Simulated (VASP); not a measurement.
Input of a VASP 6.6.1 run:

File INCAR:

```
PREC = Accurate ; ENCUT = 520
EDIFF = 1E-7 ; ISMEAR = 0
SIGMA = 0.15 ; LREAL = Auto
LASPH = True ; NELM = 60
ALGO = Fast ; ISIF = 2
LWAVE = False ; LCHARG = False
GGA = CA ; NBANDS = 72
```

Contents of KPOINTS:

```
regular mesh
0
Gamma
  2 2 2
```

Contents of POSCAR:

```
Al32C
1.0
    8.1000000000      0.0000000000      0.0000000000
    0.0000000000      8.1000000000      0.0000000000
    0.0000000000      0.0000000000      8.1000000000
Al C
32 1
Direct
    0.5000000000      0.0000000000      0.0000000000
    0.7500000000      0.2500000000      0.0000000000
    0.7500000000      0.0000000000      0.2500000000
    0.0000000000      0.0000000000      0.0000000000
    0.2500000000      0.2500000000      0.0000000000
    0.5000000000      0.5000000000      0.0000000000
    0.7500000000      0.7500000000      0.0000000000
    0.2500000000      0.0000000000      0.2500000000
    0.5000000000      0.2500000000      0.2500000000
    0.7500000000      0.5000000000      0.2500000000
    0.5000000000      0.0000000000      0.5000000000
    0.7500000000      0.2500000000      0.5000000000
    0.7500000000      0.0000000000      0.7500000000
    0.0000000000      0.5000000000      0.0000000000
    0.2500000000      0.7500000000      0.0000000000
    0.0000000000      0.2500000000      0.2500000000
    0.2500000000      0.5000000000      0.2500000000
    0.5000000000      0.7500000000      0.2500000000
    0.0000000000      0.0000000000      0.5000000000
    0.2500000000      0.2500000000      0.5000000000
    0.5000000000      0.5000000000      0.5000000000
    0.7500000000      0.7500000000      0.5000000000
    0.2500000000      0.0000000000      0.7500000000
    0.5000000000      0.2500000000      0.7500000000
    0.7500000000      0.5000000000      0.7500000000
    0.0000000000      0.7500000000      0.2500000000
    0.0000000000      0.5000000000      0.5000000000
    0.2500000000      0.7500000000      0.5000000000
    0.0000000000      0.2500000000      0.7500000000
    0.2500000000      0.5000000000      0.7500000000
    0.5000000000      0.7500000000      0.7500000000
    0.0000000000      0.7500000000      0.7500000000
    0.6208070000      0.1266770000      0.6216911000
```

Potentials or basis: VASP PAW LDA potentials, release 64 (Al, C).

Command:

```sh
$ cat potpaw_LDA.64/Al/POTCAR potpaw_LDA.64/C/POTCAR > POTCAR
$ mpirun -np 1 vasp_std > vasp.out
```

Task: What does it give for the pressure?

Result: -0.2 GPa.

Task: Estimate the largest force.

Result: 4.816 eV/Å.

Stress tensor (GPa, compression positive):
```
-0.19  0.27 -0.12
 0.27 -0.17  0.35
-0.12  0.35 -0.18
```

Caveat: the k mesh is coarse (spacing up to 0.39 Å⁻¹), so the values aren't converged.
